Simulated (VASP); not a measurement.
Computed with PBE GGA with D3 dispersion (Becke-Johnson damping), VASP's PBE PAW potentials (set 64) (plane waves; VASP 6.6.1).

The input files of a VASP run:

### INCAR
```
# general
SYSTEM   =  MoTe2
PREC     =  Accurate
ENCUT    =  520   # plane-wave cut-off (eV)
LREAL    =  .False.   # projection in real space or not
LASPH    =  .True.   # aspherical one-centre terms

# electronic loop
EDIFF    =  1E-7   # SCF stop (eV)
NELM     =  100
ALGO     =  Normal   # blocked Davidson
LMAXMIX  =  4

# smearing
ISMEAR   =  0   # Gaussian
SIGMA    =  0.05

# functional
GGA      =  PE
IVDW     =  12   # D3, Becke-Johnson

# ions
IBRION   =  2
NSW      =  30
ISIF     =  4
EDIFFG   =  -0.01   # ionic stop

# output
LWAVE    =  .False.
LCHARG   =  .False.
```

KPOINTS:
```
Automatic mesh
0
Gamma
7 7 2
0 0 0
```

**POSCAR**
```
MoTe2
1
    1.7300916746    -2.9966062740     0.0000000000
    1.7300916746     2.9966062740     0.0000000000
    0.0000000000     0.0000000000    13.5471514814
Te Mo
4 2
Direct
  0.3333330000   0.6666670000   0.8828821678
  0.6666670000   0.3333330000   0.3828821678
  0.6666670000   0.3333330000   0.1171178322
  0.3333330000   0.6666670000   0.6171178322
  0.3333330000   0.6666670000   0.2500000000
  0.6666670000   0.3333330000   0.7500000000
```

POTCAR, in this order: Te Mo_sv (PBE.64 set). Program: vasp_std.

Output of the run:

File OSZICAR:
```
       N       E                     dE             d eps       ncg     rms          rms(c)
DAV:   1     0.416999124427E+03    0.41700E+03   -0.27488E+04  1136   0.151E+03
DAV:   2    -0.117173633581E+02   -0.42872E+03   -0.42063E+03  1220   0.357E+02
DAV:   3    -0.362686921160E+02   -0.24551E+02   -0.24278E+02  1237   0.706E+01
DAV:   4    -0.369243192937E+02   -0.65563E+00   -0.65334E+00  1235   0.115E+01
DAV:   5    -0.369424678233E+02   -0.18149E-01   -0.18143E-01  1289   0.198E+00    0.236E+01
DAV:   6    -0.361361886257E+02    0.80628E+00   -0.67365E+00  1196   0.134E+01    0.943E+00
DAV:   7    -0.361292885119E+02    0.69001E-02   -0.70359E+00  1097   0.104E+01    0.623E+00
DAV:   8    -0.357502221938E+02    0.37907E+00   -0.17245E+00  1152   0.596E+00    0.332E+00
DAV:   9    -0.357568471665E+02   -0.66250E-02   -0.24824E-01  1281   0.216E+00    0.143E+00
DAV:  10    -0.357505114694E+02    0.63357E-02   -0.43536E-02  1244   0.106E+00    0.410E-01
DAV:  11    -0.357508436441E+02   -0.33217E-03   -0.24039E-03  1309   0.253E-01    0.341E-01
DAV:  12    -0.357507680809E+02    0.75563E-04   -0.50703E-04  1140   0.964E-02    0.171E-01
DAV:  13    -0.357507329849E+02    0.35096E-04   -0.72153E-05  1181   0.465E-02    0.130E-01
DAV:  14    -0.357507247690E+02    0.82159E-05   -0.33902E-05  1211   0.233E-02    0.657E-02
DAV:  15    -0.357507229918E+02    0.17771E-05   -0.30776E-06  1167   0.878E-03    0.389E-02
DAV:  16    -0.357507210328E+02    0.19590E-05   -0.54365E-06  1202   0.101E-02    0.207E-02
DAV:  17    -0.357507206636E+02    0.36922E-06   -0.62776E-07  1011   0.347E-03    0.393E-03
DAV:  18    -0.357507205963E+02    0.67358E-07   -0.10713E-07   674   0.148E-03
   1 F= -.39183785E+02 E0= -.39183785E+02  d E =-.391838E+02
       N       E                     dE             d eps       ncg     rms          rms(c)
DAV:   1    -0.357780534920E+02   -0.27333E-01   -0.10438E+00  1042   0.588E+00    0.886E-01
DAV:   2    -0.357726189726E+02    0.54345E-02   -0.61555E-02  1186   0.110E+00    0.497E-01
DAV:   3    -0.357713813264E+02    0.12376E-02   -0.23482E-02  1206   0.727E-01    0.489E-01
DAV:   4    -0.357700043966E+02    0.13769E-02   -0.45724E-03  1278   0.297E-01    0.206E-01
DAV:   5    -0.357698735901E+02    0.13081E-03   -0.15330E-03  1310   0.168E-01    0.908E-02
DAV:   6    -0.357698589717E+02    0.14618E-04   -0.16166E-04  1192   0.608E-02    0.101E-01
DAV:   7    -0.357698565231E+02    0.24486E-05   -0.19075E-05  1251   0.195E-02    0.473E-02
DAV:   8    -0.357698545885E+02    0.19346E-05   -0.26570E-06  1233   0.869E-03    0.221E-02
DAV:   9    -0.357698542309E+02    0.35760E-06   -0.47763E-07   977   0.282E-03    0.152E-02
DAV:  10    -0.357698541443E+02    0.86624E-07   -0.31594E-08   615   0.912E-04
   2 F= -.39202216E+02 E0= -.39202216E+02  d E =-.184307E-01
       N       E                     dE             d eps       ncg     rms          rms(c)
DAV:   1    -0.357698504843E+02    0.37466E-05   -0.38744E-04  1063   0.112E-01    0.177E-02
DAV:   2    -0.357698492915E+02    0.11928E-05   -0.22783E-05  1201   0.211E-02    0.913E-03
DAV:   3    -0.357698493166E+02   -0.25121E-07   -0.90738E-06  1136   0.142E-02    0.947E-03
DAV:   4    -0.357698489222E+02    0.39444E-06   -0.16633E-06  1136   0.568E-03    0.426E-03
DAV:   5    -0.357698490099E+02   -0.87685E-07   -0.55553E-07  1000   0.337E-03
   3 F= -.39202225E+02 E0= -.39202225E+02  d E =-.184396E-01
       N       E                     dE             d eps       ncg     rms          rms(c)
DAV:   1    -0.357844612946E+02   -0.14612E-01   -0.62292E-01   992   0.502E+00    0.944E-01
DAV:   2    -0.357767050283E+02    0.77563E-02   -0.47047E-02  1168   0.103E+00    0.511E-01
DAV:   3    -0.357748947902E+02    0.18102E-02   -0.63133E-03  1203   0.406E-01    0.167E-01
DAV:   4    -0.357742527726E+02    0.64202E-03   -0.35320E-03  1197   0.274E-01    0.205E-01
DAV:   5    -0.357741410978E+02    0.11167E-03   -0.74447E-04  1255   0.112E-01    0.200E-02
DAV:   6    -0.357741404101E+02    0.68769E-06   -0.56695E-05  1272   0.356E-02    0.199E-02
DAV:   7    -0.357741400230E+02    0.38707E-06   -0.22077E-06  1028   0.718E-03    0.559E-03
DAV:   8    -0.357741397606E+02    0.26243E-06   -0.19825E-06  1249   0.755E-03    0.211E-03
DAV:   9    -0.357741397056E+02    0.54935E-07   -0.67133E-08   687   0.146E-03
   4 F= -.39206580E+02 E0= -.39206580E+02  d E =-.435468E-02
       N       E                     dE             d eps       ncg     rms          rms(c)
DAV:   1    -0.357937604816E+02   -0.19621E-01   -0.10956E+00   992   0.666E+00    0.124E+00
DAV:   2    -0.357801596085E+02    0.13601E-01   -0.81905E-02  1160   0.137E+00    0.675E-01
DAV:   3    -0.357770131749E+02    0.31464E-02   -0.10801E-02  1202   0.533E-01    0.222E-01
DAV:   4    -0.357758933245E+02    0.11199E-02   -0.61265E-03  1211   0.361E-01    0.268E-01
DAV:   5    -0.357757043548E+02    0.18897E-03   -0.12792E-03  1240   0.147E-01    0.264E-02
DAV:   6    -0.357757038424E+02    0.51245E-06   -0.97270E-05  1278   0.467E-02    0.261E-02
DAV:   7    -0.357757034775E+02    0.36488E-06   -0.36213E-06  1029   0.913E-03    0.840E-03
DAV:   8    -0.357757029499E+02    0.52763E-06   -0.36766E-06  1257   0.103E-02    0.313E-03
DAV:   9    -0.357757028590E+02    0.90859E-07   -0.12849E-07   711   0.202E-03
   5 F= -.39208256E+02 E0= -.39208256E+02  d E =-.603113E-02
       N       E                     dE             d eps       ncg     rms          rms(c)
DAV:   1    -0.357761176406E+02   -0.41469E-03   -0.21025E-02   992   0.923E-01    0.176E-01
DAV:   2    -0.357758559967E+02    0.26164E-03   -0.16028E-03  1168   0.191E-01    0.952E-02
DAV:   3    -0.357757948086E+02    0.61188E-04   -0.21581E-04  1210   0.749E-02    0.311E-02
DAV:   4    -0.357757738474E+02    0.20961E-04   -0.11793E-04  1182   0.501E-02    0.379E-02
DAV:   5    -0.357757708242E+02    0.30231E-05   -0.24590E-05  1238   0.206E-02    0.370E-03
DAV:   6    -0.357757711274E+02   -0.30315E-06   -0.17706E-06  1104   0.631E-03    0.372E-03
DAV:   7    -0.357757711962E+02   -0.68810E-07   -0.59844E-08   650   0.143E-03
   6 F= -.39208307E+02 E0= -.39208307E+02  d E =-.608156E-02
```

### OUTCAR
```
------------------------ aborting loop because EDIFF is reached ----------------------------------------
 Edisp (eV)   -3.43254
  FORCE on cell =-STRESS in cart. coord.  units (eV):
  Direction    XX          YY          ZZ          XY          YZ          ZX
  --------------------------------------------------------------------------------------
  Total       1.40931     1.40931     1.42674     0.00000    -0.00000    -0.00000
  in kB      16.07463    16.07463    16.27346     0.00000    -0.00000    -0.00000
  external pressure =       16.14 kB  Pullay stress =        0.00 kB
  volume of cell :      140.47
      direct lattice vectors                 reciprocal lattice vectors
     1.735150150 -3.005367755  0.000000000     0.288159500 -0.166368991 -0.000000000
     1.735150150  3.005367755 -0.000000000     0.288159500  0.166368991 -0.000000000
     0.000000000  0.000000000 13.468278962     0.000000000  0.000000000  0.074248536
 POSITION                                       TOTAL-FORCE (eV/Angst)
 -----------------------------------------------------------------------------------
      1.73515      1.00179     11.92253         0.000000     -0.000000      0.004393
      1.73515     -1.00179      5.18839         0.000000      0.000000      0.004393
      1.73515     -1.00179      1.54575        -0.000000      0.000000     -0.004393
      1.73515      1.00179      8.27989        -0.000000     -0.000000     -0.004393
      1.73515      1.00179      3.36707        -0.000000     -0.000000      0.000000
      1.73515     -1.00179     10.10121        -0.000000      0.000000      0.000000
 -----------------------------------------------------------------------------------
    total drift:                               -0.000237      0.001590     -0.000026
  FREE ENERGIE OF THE ION-ELECTRON SYSTEM (eV)
  ---------------------------------------------------
  free  energy   TOTEN  =       -39.2083066554 eV

  energy  without entropy=      -39.2083066554  energy(sigma->0) =      -39.20830666

 reached required accuracy - stopping structural energy minimisation
```
(Selected blocks of OUTCAR.)

**CONTCAR**
```
MoTe2
   1.00000000000000
     1.7351501500533291   -3.0053677548767768    0.0000000000000000
     1.7351501500533291    3.0053677548767768   -0.0000000000000000
     0.0000000000000000    0.0000000000000000   13.4682789618739971
  Te              Mo
     4     2
Direct
     0.3333330000000032    0.6666669999999968    0.8852302502851997
     0.6666669999999968    0.3333330000000032    0.3852302502851998
     0.6666669999999968    0.3333330000000032    0.1147697497148002
     0.3333330000000032    0.6666669999999968    0.6147697497148003
     0.3333330000000032    0.6666669999999968    0.2500000000000000
     0.6666669999999968    0.3333330000000032    0.7500000000000000
```

The compound is MoTe2 in the 2H layered structure. This cell is one point of a volume scan, at 0.97 of the reference volume. Symmetry was kept, so distortions that lower it aren't found.
